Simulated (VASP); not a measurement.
# F on W(110): binding against coverage

How do binding and work function change as F crowds W(110)?

Main program and level: VASP 6.6.1; PBE; plane waves and PAW (W), in the first sound run; inputs show where later runs differ.

## (1) Starting point

The structure is cubic, space group Im-3m (No. 229). Conventional cell: a = 3.172 Å, b = 3.172 Å, c = 3.172 Å, α = 90.00°, β = 90.00°, γ = 90.00°. Nearest to W lie 8 W at 2.75 Å.

## (2) The bulk reference

The surface energy counts from the bulk crystal, run with the slab's cutoff and functional on a dense mesh.

File INCAR:

```
SYSTEM = W
PREC = Normal
ENCUT = 440
EDIFF = 1E-06
NELM = 120
ISMEAR = 1
SIGMA = 0.15
LREAL = .FALSE.
ALGO = Fast
GGA = PE
NBANDS = 9
LASPH = .TRUE.
LORBIT = 11
LWAVE = .FALSE.
LCHARG = .FALSE.
KPAR = 8
```

File POSCAR:

```
W
1.0
   -1.5860291741      1.5860291741      1.5860291741
    1.5860291741     -1.5860291741      1.5860291741
    1.5860291741      1.5860291741     -1.5860291741
W
1
Direct
    0.0000000000      0.0000000000      0.0000000000
```

File KPOINTS:

```
Automatic mesh
0
Gamma
21 21 21
0 0 0
```

Potentials, in the order of the species: W (PBE family, release 64).

The run is started by

```sh
mpirun -np 8 vasp_std
```

Output:

```text
[banner, memory and clock lines left out]
running    8 mpi-ranks, on    1 nodes
 distrk:  each k-point on    1 cores,    8 groups
 distr:  one band on    1 cores,    1 groups

 POSCAR found type information on POSCAR W
 POSCAR found :  1 types and       1 ions
|                                                                             |
|           W    W    AA    RRRRR   N    N  II  N    N   GGGG   !!!           |
|           W    W   A  A   R    R  NN   N  II  NN   N  G    G  !!!           |
|           W    W  A    A  R    R  N N  N  II  N N  N  G       !!!           |
|           W WW W  AAAAAA  RRRRR   N  N N  II  N  N N  G  GGG   !            |
|           WW  WW  A    A  R   R   N   NN  II  N   NN  G    G                |
|           W    W  A    A  R    R  N    N  II  N    N   GGGG   !!!           |
|                                                                             |
|     For optimal performance we recommend to set                             |
|       NCORE = 2 up to number-of-cores-per-socket                            |
|     NCORE specifies how many cores store one orbital (NPAR=cpu/NCORE).      |
|     This setting can greatly improve the performance of VASP for DFT.       |
|     The default, NCORE=1 might be grossly inefficient on modern             |
|     multi-core architectures or massively parallel machines. Do your        |
|     Unfortunately you need to use the default for GW and RPA                |
|     calculations (for HF NCORE is supported but not extensively tested      |
|     yet).                                                                   |
|                                                                             |

 LDA part: xc-table for (Slater+PW92), standard interpolation
 POSCAR, INCAR and KPOINTS ok, starting setup
 FFT: planning ... GRIDC
 FFT: planning ... GRID_SOFT
 FFT: planning ... GRID
 WAVECAR not read
 entering main loop
       N       E                     dE             d eps       ncg     rms          rms(c)
DAV:   1     0.510711541985E+01    0.51071E+01   -0.26655E+03  5188   0.493E+02
DAV:   2    -0.133637117705E+02   -0.18471E+02   -0.17814E+02  6037   0.121E+02
DAV:   3    -0.137007666796E+02   -0.33705E+00   -0.33478E+00  6132   0.132E+01
DAV:   4    -0.137015486184E+02   -0.78194E-03   -0.78190E-03  5927   0.698E-01
DAV:   5    -0.137015504721E+02   -0.18537E-05   -0.18524E-05  5971   0.300E-02    0.203E+01
RMM:   6    -0.132119646889E+02    0.48959E+00   -0.18932E-01  5162   0.302E+00    0.946E+00
RMM:   7    -0.130174807457E+02    0.19448E+00   -0.29167E-01  5238   0.346E+00    0.392E-01
RMM:   8    -0.130177407372E+02   -0.25999E-03   -0.16930E-02  5476   0.139E+00    0.704E-01
RMM:   9    -0.130180448562E+02   -0.30412E-03   -0.32282E-03  5645   0.409E-01    0.579E-01
RMM:  10    -0.130176136442E+02    0.43121E-03   -0.15789E-03  5305   0.323E-01    0.876E-02
RMM:  11    -0.130176049035E+02    0.87407E-05   -0.87922E-05  5762   0.104E-01    0.109E-01
RMM:  12    -0.130176056350E+02   -0.73151E-06   -0.16796E-05  5707   0.252E-02    0.568E-02
RMM:  13    -0.130176027861E+02    0.28489E-05   -0.29042E-06  5524   0.125E-02    0.210E-02
RMM:  14    -0.130176028087E+02   -0.22595E-07   -0.25564E-07  3455   0.416E-03
   1 F= -.13017603E+02 E0= -.13017278E+02  d E =-.973235E-03
```

It took 4.8 s on 8 MPI ranks of Intel Xeon Platinum 8488C (Sapphire Rapids), shared host; peak memory 1 GiB; 33 s of CPU time.

The logs omit lines about the potential files and the build; timing stands in the text.

From OUTCAR (step 2):

```text
ion  position               nearest neighbor table
   1  0.000  0.000  0.000-

  LATTYP: Found a body centered cubic cell.
 ALAT       =     3.1720583482

 Subroutine GETGRP returns: Found 48 space group operations
 (whereof 48 operations were pure point group operations)

The static configuration has the point symmetry O_h .

 Found    286 irreducible k-points:

   k-points           NKPTS =    286   k-points in BZ     NKDIM =    286   number of bands    NBANDS=      9

   dimension x,y,z NGX =    14 NGY =   14 NGZ =   14
   dimension x,y,z NGXF=    28 NGYF=   28 NGZF=   28

   ENCUT  =  440.0 eV  32.34 Ry    5.69 a.u.   4.70  4.70  4.70*2*pi/ulx,y,z

   NELECT =       6.0000    total number of electrons

 k-points in reciprocal lattice and weights: Automatic mesh
   0.00000000  0.00000000  0.00000000       0.000
   0.04761905  0.00000000  0.00000000       0.001
   0.09523810  0.00000000  0.00000000       0.001
   0.14285714  0.00000000  0.00000000       0.001
   0.19047619  0.00000000  0.00000000       0.001
   0.23809524  0.00000000  0.00000000       0.001
   0.28571429  0.00000000  0.00000000       0.001
   0.33333333  0.00000000  0.00000000       0.001
   0.38095238  0.00000000  0.00000000       0.001
[...]
-0.47619048 -0.47619048  0.42857143       0.001
  -0.47619048  0.47619048  0.47619048       0.001

 average (electrostatic) potential at core
       1 -38.0116

 E-fermi :   7.8255

 k-point     1 :       0.0000    0.0000    0.0000
  band No.  band energies     occupation
      1      -1.8335      2.00000
      2       6.5049      2.00000
      3       6.5049      2.00000
      4       6.5049      2.00000
      5       9.9542     -0.00000
      6       9.9542     -0.00000
      7      22.9488      0.00000
      8      22.9488      0.00000
      9      22.9488      0.00000

 k-point     2 :       0.0476    0.0000    0.0000
  band No.  band energies     occupation
      1      -1.7269      2.00000
      2       6.4389      2.00000
      3       6.4916      2.00000
      4       6.6105      2.00000
      5       9.8478     -0.00000
      6       9.9558     -0.00000
      7      23.0415      0.00000
      8      23.1349      0.00000
      9      23.2127      0.00000

 k-point     3 :       0.0952    0.0000    0.0000
  band No.  band energies     occupation
      1      -1.4147      2.00000
      2       6.2525      2.00000
      3       6.4368      2.00000
      4       6.9249      2.00000
      5       9.5961     -0.00000
      6       9.9641     -0.00000
      7      23.2847      0.00000
      8      23.6807      0.00000
      9      23.9132      0.00000

  Total       -0.0056130     -0.0056130     -0.0056130     -0.0000000     -0.0000000      0.0000000
  in kB       -0.5635203     -0.5635203     -0.5635203     -0.0000000     -0.0000000      0.0000000
  external PRESSURE =      -0.5635203 kB  Pullay stress =       0.0000000 kB

  energy-cutoff  :      440.00
  volume of cell :       15.96
      direct lattice vectors                 reciprocal lattice vectors
    -1.586029174  1.586029174  1.586029174     0.000000000  0.315252713  0.315252713
     1.586029174 -1.586029174  1.586029174     0.315252713  0.000000000  0.315252713
     1.586029174  1.586029174 -1.586029174     0.315252713  0.315252713  0.000000000

 POSITION                                       TOTAL-FORCE (eV/Angst)
 -----------------------------------------------------------------------------------
      0.00000      0.00000      0.00000         0.000000     -0.000000      0.000000
 -----------------------------------------------------------------------------------
    total drift:                               -0.000000     -0.000000     -0.000000

  FREE ENERGIE OF THE ION-ELECTRON SYSTEM (eV)
  ---------------------------------------------------
  free  energy   TOTEN  =       -13.0176028087 eV

  energy  without entropy=      -13.0166295732  energy(sigma->0) =      -13.01727840

 total charge
# of ion       s       p       d       tot
------------------------------------------
    1        0.675   0.719   4.146   5.539

[... 3 further parts left out ...]
```

The data set W keeps the semicore shell frozen, which is cheaper and a little less accurate.

This step gave:

| Quantity | Value |
| --- | --- |
| electronic cycles | 14 |
| electrons | 6 |
| free energy (TOTEN) | -13.02 eV |
| energy at zero smearing | -13.02 eV |
| Fermi energy | 7.825 eV |
| metallic | yes |

Energy at zero smearing: -13.01728 eV.

## (3) Relaxing the atoms

This step: PBE; plane waves and PAW (F) (VASP 6.6.1).

System of this step: F2. The cell holds 2 atoms: 2 F. Its edges and angles: a = 11.000 Å, b = 11.500 Å, c = 14.000 Å, α = 90.0°, β = 90.0°, γ = 90.0°. Vacuum lies along a, b and c.

The reference for F is the F2 molecule, relaxed in a box at the cutoff of the large cell.

File INCAR:

```
SYSTEM = F
PREC = Normal
ENCUT = 440
EDIFF = 1E-05
NELM = 120
ISMEAR = 0
SIGMA = 0.01
LREAL = .FALSE.
ALGO = Fast
GGA = PE
NBANDS = 13
LORBIT = 11
LWAVE = .FALSE.
LCHARG = .FALSE.
NCORE = 8
IBRION = 2
NSW = 20
ISIF = 2
EDIFFG = -0.03
POTIM = 0.4
MAXMIX = 40
ISYM = 0
```

File POSCAR:

```
F
1.0
   11.0000000000      0.0000000000      0.0000000000
    0.0000000000     11.5000000000      0.0000000000
    0.0000000000      0.0000000000     14.0000000000
F
2
Direct
    0.5000000000      0.5000000000      0.4496428600
    0.5000000000      0.5000000000      0.5503571400
```

File KPOINTS:

```
Automatic mesh
0
Gamma
1 1 1
0 0 0
```

Potentials, in the order of the species: F (PBE family, release 64).

The run is started by

```sh
mpirun -np 8 vasp_gam
```

Output:

```text
[banner, memory and clock lines left out]
running    8 mpi-ranks, on    1 nodes
 distrk:  each k-point on    8 cores,    1 groups
 distr:  one band on    8 cores,    1 groups

 POSCAR found type information on POSCAR F
 POSCAR found :  1 types and       2 ions
 [... a notice as in an earlier step ...]

 LDA part: xc-table for (Slater+PW92), standard interpolation
 POSCAR, INCAR and KPOINTS ok, starting setup
 FFT: planning ... GRIDC
 FFT: planning ... GRID_SOFT
 FFT: planning ... GRID
 WAVECAR not read
 entering main loop
       N       E                     dE             d eps       ncg     rms          rms(c)
DAV:   1     0.185581858713E+03    0.18558E+03   -0.25544E+03    34   0.477E+02
DAV:   2     0.774729758900E+02   -0.10811E+03   -0.10310E+03    44   0.961E+01
DAV:   3     0.479864453505E+01   -0.72674E+02   -0.72459E+02    36   0.111E+02
DAV:   4    -0.436002336690E+01   -0.91587E+01   -0.91580E+01    31   0.516E+01
DAV:   5    -0.444143639661E+01   -0.81413E-01   -0.81413E-01    34   0.486E+00    0.794E+00
RMM:   6    -0.374202033666E+01    0.69942E+00   -0.24616E-01    26   0.430E+00    0.445E+00
RMM:   7    -0.354972142055E+01    0.19230E+00   -0.35458E-01    26   0.537E+00    0.510E-01
RMM:   8    -0.354562534810E+01    0.40961E-02   -0.19454E-02    26   0.133E+00    0.746E-02
RMM:   9    -0.354611723917E+01   -0.49189E-03   -0.17166E-03    26   0.366E-01    0.406E-02
RMM:  10    -0.354661832994E+01   -0.50109E-03   -0.34498E-04    26   0.153E-01    0.173E-02
RMM:  11    -0.354681856016E+01   -0.20023E-03   -0.97413E-05    27   0.646E-02    0.642E-03
RMM:  12    -0.354697742114E+01   -0.15886E-03   -0.19072E-05    21   0.302E-02    0.390E-03
RMM:  13    -0.354718961163E+01   -0.21219E-03   -0.20763E-05    22   0.237E-02    0.591E-03
RMM:  14    -0.354724742191E+01   -0.57810E-04   -0.71512E-06    19   0.140E-02    0.143E-03
RMM:  15    -0.354728723319E+01   -0.39811E-04   -0.40348E-06    19   0.108E-02    0.216E-03
RMM:  16    -0.354730492395E+01   -0.17691E-04   -0.10175E-06    17   0.703E-03    0.667E-04
RMM:  17    -0.354732015279E+01   -0.15229E-04   -0.39706E-07    17   0.484E-03    0.844E-04
RMM:  18    -0.354732326682E+01   -0.31140E-05    0.00000E+00    12   0.291E-03
   1 F= -.35473233E+01 E0= -.35473233E+01  d E =-.354732E+01
 curvature:   0.00 expect dE= 0.000E+00 dE for cont linesearch  0.000E+00
 trial: gam= 0.00000 g(F)=  0.198E-01 g(S)=  0.000E+00 ort = 0.000E+00 (trialstep = 0.100E+01)
 search vector abs. value=  0.198E-01
 bond charge predicted
       N       E                     dE             d eps       ncg     rms          rms(c)
DAV:   1    -0.353500108639E+01    0.12319E-01   -0.60491E+00    31   0.216E+01    0.795E-01
RMM:   2    -0.353389910578E+01    0.11020E-02   -0.68060E-02    26   0.242E+00    0.597E-01
RMM:   3    -0.353745339462E+01   -0.35543E-02   -0.70567E-03    26   0.803E-01    0.153E-01
RMM:   4    -0.353898819259E+01   -0.15348E-02   -0.77452E-03    26   0.715E-01    0.143E-01
RMM:   5    -0.353979511768E+01   -0.80693E-03   -0.16687E-03    26   0.333E-01    0.199E-02
RMM:   6    -0.353989139896E+01   -0.96281E-04   -0.19807E-04    26   0.127E-01    0.135E-02
RMM:   7    -0.353996318095E+01   -0.71782E-04   -0.13930E-05    19   0.331E-02    0.299E-03
RMM:   8    -0.354002611311E+01   -0.62932E-04   -0.40722E-06    19   0.159E-02    0.144E-03
RMM:   9    -0.354006587534E+01   -0.39762E-04   -0.15971E-06    19   0.873E-03    0.160E-03
RMM:  10    -0.354007136496E+01   -0.54896E-05   -0.19254E-06    19   0.108E-02
   2 F= -.35400714E+01 E0= -.35400714E+01  d E =0.725190E-02
 trial-energy change:    0.007252  1 .order    0.006173   -0.019844    0.032190
 step:   0.3530(harm=  0.3814)  dis= 0.00691  next Energy=    -3.550778 (dE=-0.345E-02)
 bond charge predicted
       N       E                     dE             d eps       ncg     rms          rms(c)
DAV:   1    -0.354842392884E+01   -0.83581E-02   -0.25251E+00    26   0.140E+01    0.506E-01
RMM:   2    -0.354898889148E+01   -0.56496E-03   -0.30630E-02    26   0.163E+00    0.649E-02
RMM:   3    -0.355051862427E+01   -0.15297E-02   -0.19720E-03    26   0.422E-01    0.142E-02
RMM:   4    -0.355075873759E+01   -0.24011E-03   -0.20512E-04    26   0.136E-01    0.580E-03
RMM:   5    -0.355077413761E+01   -0.15400E-04   -0.27211E-05    21   0.484E-02    0.528E-03
RMM:   6    -0.355077554107E+01   -0.14035E-05   -0.93171E-06    20   0.252E-02
   3 F= -.35507755E+01 E0= -.35507755E+01  d E =-.345227E-02
 curvature:  -0.19 expect dE=-0.544E-08 dE for cont linesearch -0.544E-08
 trial: gam=-0.00120 g(F)=  0.286E-07 g(S)=  0.000E+00 ort = 0.238E-04 (trialstep = 0.871E+00)
 search vector abs. value=  0.100E-09
 reached required accuracy - stopping structural energy minimisation
```

Wall time 11 s (8 MPI ranks); peak memory 1.4 GiB; 80 s of CPU time.

OUTCAR, selected parts (step 3):

```text
 Found      1 irreducible k-points:

   k-points           NKPTS =      1   k-points in BZ     NKDIM =      1   number of bands    NBANDS=     13

   dimension x,y,z NGX =    56 NGY =   60 NGZ =   72
   dimension x,y,z NGXF=   112 NGYF=  120 NGZF=  144

   ENCUT  =  440.0 eV  32.34 Ry    5.69 a.u.  18.81 19.67 23.94*2*pi/ulx,y,z

   NELECT =      14.0000    total number of electrons

 E-fermi :  -9.3650

 k-point     1 :       0.0000    0.0000    0.0000
  band No.  band energies     occupation
    ...
      3     -15.3650      2.00000
      4     -12.7036      2.00000
      5     -12.7028      2.00000
      6      -9.4184      2.00000
      7      -9.4174      2.00000
      8      -6.1068      0.00000
      9      -0.2674      0.00000
     10       0.5255      0.00000
     11       0.6119      0.00000
     12       0.9380      0.00000
    ...

  Total       -1.0779630     -1.1032456     -0.7072566     -0.0000098     -0.0000063      0.0000092
  in kB       -0.9752049     -0.9980774     -0.6398365     -0.0000089     -0.0000057      0.0000084
  external PRESSURE =      -0.8710396 kB  Pullay stress =       0.0000000 kB

  energy-cutoff  :      440.00
  volume of cell :     1771.00
      direct lattice vectors                 reciprocal lattice vectors
    11.000000000  0.000000000  0.000000000     0.090909091  0.000000000  0.000000000
     0.000000000 11.500000000  0.000000000     0.000000000  0.086956522  0.000000000
     0.000000000  0.000000000 14.000000000     0.000000000  0.000000000  0.071428571

 POSITION                                       TOTAL-FORCE (eV/Angst)
 -----------------------------------------------------------------------------------
      5.50000      5.75000      6.28809        -0.000000      0.000001     -0.000608
      5.50000      5.75000      7.71191         0.000000     -0.000001      0.000608
 -----------------------------------------------------------------------------------
    total drift:                                0.000009      0.000010     -0.000027

  FREE ENERGIE OF THE ION-ELECTRON SYSTEM (eV)
  ---------------------------------------------------
  free  energy   TOTEN  =        -3.5507755411 eV

  energy  without entropy=       -3.5507755411  energy(sigma->0) =       -3.55077554

 reached required accuracy - stopping structural energy minimisation

 total charge
# of ion       s       p       d       tot
------------------------------------------
    1        1.781   4.116   0.000   5.898
    2        1.781   4.116   0.000   5.898
--------------------------------------------------
tot          3.562   8.233   0.000  11.795

[... 3 further parts left out ...]
```

CONTCAR:

```
F
   1.00000000000000
    11.0000000000000000    0.0000000000000000    0.0000000000000000
     0.0000000000000000   11.5000000000000000    0.0000000000000000
     0.0000000000000000    0.0000000000000000   14.0000000000000000
  F
     2
Direct
     0.5000000125797543    0.4999999877573009    0.4491495150270581
     0.4999999874202457    0.5000000122426992    0.5508504849729419
```

Relaxation path:

```
step  energy less that of the first step (eV)  largest force (eV/Å)
   1                                   0.0000                0.5070
   2                                   0.0073                0.8225
   3                                  -0.0035                0.0006
```

Final coordinates:

```xyz
2
Lattice="11.0000 0.0000 0.0000 0.0000 11.5000 0.0000 0.0000 0.0000 14.0000" Properties=species:S:1:pos:R:3
F     5.5000    5.7500    6.2881
F     5.5000    5.7500    7.7119
```

Numbers from this step:

```yaml
electronic_cycles: 34
electrons: 14
free_energy_toten: -3.551 eV
gap_between_the_highest_filled_and_lowest_empty_level: 3.311 eV
```

The run ended after 3 ionic steps, 0.003 eV below its first step, once the forces on the free atoms met EDIFFG = -0.03.

Energy at zero smearing: -3.55078 eV.

(Part 1 of 11 ends here.)

[Lines on the potential files, build, host, timing and source positions are cut from VASP's logs without a mark.]

[Logs are printed without paths, hosts, clocks, repeated set-up lines and the standing remarks that a program may print on its own settings, such as how far it seeks lower states.]

[Hosts, paths, dates, database ids (printed as entryN), source tags and the programs' standing remarks are cut or masked in the printed files.]

[Runs that stopped without an error message from VASP are left out.]
